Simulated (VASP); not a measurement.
Method: r2SCAN+rVV10, VASP's PBE PAW potentials (set 64) (plane waves; VASP).

A VASP calculation is set up with these files.

### POSCAR
```
Ru
1.0
  1.3647859282  -2.3638787252   0.0000000000
  1.3647859282   2.3638787252   0.0000000000
  0.0000000000   0.0000000000   4.2996110580
Ru
2
Cart
  1.3647859282   0.7879611510   1.0749027645
  1.3647859282  -0.7879611510   3.2247082935
```

KPOINTS:
```
K-points
0
gamma
 15 15 9
```

### INCAR
```
SYSTEM = Ru
PREC = Accurate
ENCUT = 520
EDIFF = 1E-7
NELM = 100
ALGO = Normal
LREAL = .FALSE.
LASPH = .TRUE.
ISMEAR = 1
SIGMA = 0.1
METAGGA = R2SCAN
LUSE_VDW = .TRUE.
BPARAM = 11.95
CPARAM = 0.0093
LMIXTAU = .TRUE.
LMAXMIX = 4
LWAVE = .FALSE.
LCHARG = .FALSE.
ISIF = 4
IBRION = 2
NSW = 30
EDIFFG = -0.01
```

POTCAR, in this order: Ru_pv (PBE.64 set). Program: vasp_std.

The resulting files:

File OSZICAR:
```
       N       E                     dE             d eps       ncg     rms          rms(c)
DAV:   1     0.259010768114E+03    0.25901E+03   -0.18470E+04  4868   0.177E+03
DAV:   2    -0.538317399190E+02   -0.31284E+03   -0.30715E+03  5140   0.513E+02
DAV:   3    -0.610299091811E+02   -0.71982E+01   -0.70291E+01  5108   0.838E+01
DAV:   4    -0.611240133331E+02   -0.94104E-01   -0.93597E-01  6290   0.777E+00
DAV:   5    -0.611253849266E+02   -0.13716E-02   -0.13714E-02  5456   0.856E-01    0.221E+01
DAV:   6    -0.511277548260E+02    0.99976E+01   -0.12941E+01  4870   0.415E+01    0.154E+00
DAV:   7    -0.497424732168E+02    0.13853E+01   -0.55944E-01  4956   0.747E+00    0.866E-01
DAV:   8    -0.502833217419E+02   -0.54085E+00   -0.64434E-01  4886   0.653E+00    0.141E+00
DAV:   9    -0.502877062864E+02   -0.43845E-02   -0.11430E-02  4950   0.116E+00    0.761E-01
DAV:  10    -0.503565373144E+02   -0.68831E-01   -0.13934E-02  4882   0.139E+00    0.443E-01
DAV:  11    -0.503552927541E+02    0.12446E-02   -0.21504E-03  5196   0.472E-01    0.276E-01
DAV:  12    -0.503567295593E+02   -0.14368E-02   -0.76020E-03  4916   0.902E-01    0.880E-02
DAV:  13    -0.503587828030E+02   -0.20532E-02   -0.33126E-04  5162   0.156E-01    0.651E-02
DAV:  14    -0.503605855170E+02   -0.18027E-02   -0.95415E-04  4916   0.330E-01    0.260E-02
DAV:  15    -0.503604960551E+02    0.89462E-04   -0.93471E-05  5244   0.990E-02    0.232E-02
DAV:  16    -0.503606138627E+02   -0.11781E-03   -0.44480E-05  4968   0.601E-02    0.177E-02
DAV:  17    -0.503606416618E+02   -0.27799E-04   -0.21579E-05  5002   0.340E-02    0.126E-02
DAV:  18    -0.503606391483E+02    0.25135E-05   -0.47684E-07  6566   0.562E-03    0.112E-02
DAV:  19    -0.503606382791E+02    0.86920E-06   -0.73725E-06  4948   0.299E-02    0.755E-03
DAV:  20    -0.503606387476E+02   -0.46852E-06   -0.58597E-07  4990   0.973E-03    0.292E-03
DAV:  21    -0.503606391706E+02   -0.42295E-06   -0.14253E-07  2626   0.413E-03    0.116E-03
DAV:  22    -0.503606388622E+02    0.30837E-06   -0.30996E-08  2576   0.164E-03    0.548E-04
DAV:  23    -0.503606391821E+02   -0.31991E-06   -0.25531E-08  2544   0.152E-03    0.227E-04
DAV:  24    -0.503606389409E+02    0.24122E-06   -0.82302E-09  2530   0.999E-04    0.139E-04
DAV:  25    -0.503606389892E+02   -0.48304E-07   -0.13560E-09  2528   0.320E-04
   1 F= -.50360639E+02 E0= -.50360130E+02  d E =-.503606E+02
       N       E                     dE             d eps       ncg     rms          rms(c)
DAV:   1    -0.503644385688E+02   -0.37996E-02   -0.16415E-01  4886   0.360E+00    0.382E-01
DAV:   2    -0.503608827509E+02    0.35558E-02   -0.47228E-03  4908   0.638E-01    0.169E-01
DAV:   3    -0.503605571644E+02    0.32559E-03   -0.22960E-03  6084   0.403E-01    0.456E-02
DAV:   4    -0.503607202912E+02   -0.16313E-03   -0.10987E-04  5012   0.117E-01    0.324E-02
DAV:   5    -0.503606960256E+02    0.24266E-04   -0.15544E-05  6336   0.414E-02    0.157E-02
DAV:   6    -0.503607343683E+02   -0.38343E-04   -0.35503E-05  4930   0.673E-02    0.260E-03
DAV:   7    -0.503607301058E+02    0.42625E-05   -0.67853E-06  4946   0.262E-02    0.127E-03
DAV:   8    -0.503607342428E+02   -0.41370E-05   -0.53216E-07  5022   0.808E-03    0.397E-04
DAV:   9    -0.503607329501E+02    0.12927E-05   -0.11443E-08  2646   0.113E-03    0.144E-04
DAV:  10    -0.503607342694E+02   -0.13193E-05   -0.58521E-09  2540   0.732E-04    0.575E-05
DAV:  11    -0.503607337198E+02    0.54963E-06   -0.13165E-09  2516   0.288E-04    0.500E-05
DAV:  12    -0.503607338742E+02   -0.15439E-06   -0.58527E-10  2490   0.141E-04    0.265E-05
DAV:  13    -0.503607338390E+02    0.35169E-07   -0.29852E-10  2486   0.994E-05
   2 F= -.50360734E+02 E0= -.50360271E+02  d E =-.948498E-04
       N       E                     dE             d eps       ncg     rms          rms(c)
DAV:   1    -0.503613790871E+02   -0.64521E-03   -0.25566E-02  4886   0.142E+00    0.151E-01
DAV:   2    -0.503608285500E+02    0.55054E-03   -0.73484E-04  4902   0.254E-01    0.670E-02
DAV:   3    -0.503607812439E+02    0.47306E-04   -0.35949E-04  6082   0.160E-01    0.180E-02
DAV:   4    -0.503608025114E+02   -0.21268E-04   -0.17050E-05  5002   0.464E-02    0.128E-02
DAV:   5    -0.503608020522E+02    0.45925E-06   -0.23986E-06  6366   0.162E-02    0.624E-03
DAV:   6    -0.503607997846E+02    0.22676E-05   -0.56515E-06  4928   0.269E-02    0.101E-03
DAV:   7    -0.503608042022E+02   -0.44176E-05   -0.10573E-06  4936   0.104E-02    0.482E-04
DAV:   8    -0.503608029058E+02    0.12965E-05   -0.72741E-08  2608   0.307E-03    0.128E-04
DAV:   9    -0.503608034642E+02   -0.55839E-06   -0.40225E-09  2482   0.768E-04    0.643E-05
DAV:  10    -0.503608030094E+02    0.45478E-06   -0.12920E-09  2480   0.406E-04    0.398E-05
DAV:  11    -0.503608031771E+02   -0.16768E-06   -0.40372E-10  2476   0.165E-04    0.264E-05
DAV:  12    -0.503608031065E+02    0.70577E-07   -0.19254E-10  2468   0.886E-05
   3 F= -.50360803E+02 E0= -.50360315E+02  d E =-.164117E-03
```

**OUTCAR**
```
------------------------ aborting loop because EDIFF is reached ----------------------------------------
  FORCE on cell =-STRESS in cart. coord.  units (eV):
  Direction    XX          YY          ZZ          XY          YZ          ZX
  --------------------------------------------------------------------------------------
  Total       -1.6720274     -1.6720276     -1.6712820      0.0000000      0.0000000     -0.0000000
  in kB      -96.5617385    -96.5617506    -96.5186899      0.0000000      0.0000000     -0.0000000
  external PRESSURE =     -96.5473930 kB  Pullay stress =       0.0000000 kB
  volume of cell :       27.74
      direct lattice vectors                 reciprocal lattice vectors
     1.363569217 -2.361771311  0.000000000     0.366684723 -0.211705510 -0.000000000
     1.363569217  2.361771311 -0.000000000     0.366684723  0.211705510 -0.000000000
     0.000000000  0.000000000  4.307287574    -0.000000000  0.000000000  0.232164670
 POSITION                                       TOTAL-FORCE (eV/Angst)
 -----------------------------------------------------------------------------------
      1.36357      0.78726      1.07682         0.000000      0.000000     -0.000000
      1.36357     -0.78726      3.23047        -0.000000     -0.000000      0.000000
 -----------------------------------------------------------------------------------
    total drift:                               -0.000015      0.000518     -0.000045
  FREE ENERGIE OF THE ION-ELECTRON SYSTEM (eV)
  ---------------------------------------------------
  free  energy   TOTEN  =       -50.3608031065 eV

  energy  without entropy=      -50.3593379031  energy(sigma->0) =      -50.36031471

 reached required accuracy - stopping structural energy minimisation
```
(Selected blocks of OUTCAR.)

### CONTCAR
```
Ru
   1.00000000000000
     1.3635692166239246   -2.3617713109262701    0.0000000000000000
     1.3635692166239246    2.3617713109262701   -0.0000000000000000
     0.0000000000000000    0.0000000000000000    4.3072875737870362
  Ru
     2
Direct
     0.3333330000000032    0.6666669999999968    0.2500000000000000
     0.6666669999999968    0.3333330000000032    0.7500000000000000
```

The compound is Ru in the hcp structure. This cell is one point of a volume scan, at 1.03 of the reference volume. Symmetry was kept, so distortions that lower it aren't found.
